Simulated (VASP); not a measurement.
VASP input:

KPOINTS:
```
Automatic mesh
0
Gamma
11 11 6
0 0 0
```

### INCAR
```
ALGO = Normal
EDIFF = 1E-6
EDIFFG = -0.02
ENCUT = 500
GGA = PS
IBRION = 2
ISIF = 3
ISMEAR = 1
LASPH = T
LCHARG = F
LMAXMIX = 4
LREAL = F
LWAVE = F
NELM = 100
NSW = 40
PREC = Accurate
PSTRESS = 450
SIGMA = 0.1
SYSTEM = TiSe2
```

File POSCAR:
```
TiSe2
1
    1.5774871954    -2.7322883182     0.0000000000
    1.5774871954     2.7322883182     0.0000000000
    0.0000000000     0.0000000000     5.3274977035
Ti Se
1 2
Direct
  0.0000000000   0.0000000000   0.0000000000
  0.3333330000   0.6666670000   0.2973232415
  0.6666670000   0.3333330000   0.7026767585
```

POTCAR, in this order: Ti_sv Se (PBE.64 set). Program: vasp_std.

Q: Translate this PBEsol calculation to Ansatz.

A: One equivalent input (not run):
Ansatz 0.2 input:
```yaml
crystal:
  lattice:
    - [1.5774872, -2.7322883, 0.0000000]
    - [1.5774872, 2.7322883, 0.0000000]
    - [0.0000000, 0.0000000, 5.3274977]
  atoms:
    - { symbol: Ti, position: [0.0000000, 0.0000000, 0.0000000] }
    - { symbol: Se, position: [0.3333330, 0.6666670, 0.2973232] }
    - { symbol: Se, position: [0.6666670, 0.3333330, 0.7026768] }
kpoints:
  mp_grid: { grid: [11, 11, 6] }
hamiltonian:
  xc: pbesol
  pseudopotentials: { kind: paw }
scf:
  occupations: { method: methfessel_paxton, width: 0.1 }
  max_iter: 100
relax:
  max_steps: 40
  f_tol: 0.02
  cell: { p_target: 45 }
output: { forces: true, stress: true, eigenvalues: true }
```
The two are equivalent in intent, not identical: each code has its own PAW files, so the cut-off isn't converted (ENCUT is set for VASP's; basis.ecutwfc is left out, and Ansatz then takes the one that its files recommend); Ansatz stops its SCF on the density residual and VASP on the energy change (EDIFF).

The compound is TiSe2 in the 1T layered structure. This run relaxes it under an external pressure of 45 GPa. Symmetry was kept, so distortions that lower it aren't found.
